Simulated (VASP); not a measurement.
Input:

```
Pb
1.0
    0.00000     2.44456     2.44456
    2.49445    -0.04989     2.49445
    2.49445     2.49445    -0.04989
Pb
1
Direct
  0.00000   0.00000   0.00000
```

Level of theory: r2SCAN meta-GGA, VASP's PBE PAW potentials (set 64) (plane waves; VASP). Run with 480 eV cut-off, 12×12×12 Γ-centred mesh, first-order Methfessel-Paxton smearing of 0.10 eV, potentials Pb_d.

Unless said otherwise, spin-orbit coupling is left out, though it shifts the bands of the heavy elements here.

Task: Predict the energy per atom (σ→0), band gap (on the k-mesh) with the smallest direct gap where there is one.

Result: 
The band gap (on the k-mesh) is none (metal, semimetal or under 0.01 eV) and the energy per atom (σ→0) comes out as -56.267 eV/atom.

The compound is Pb in the fcc structure. This cell was strained or had an atom moved on purpose.
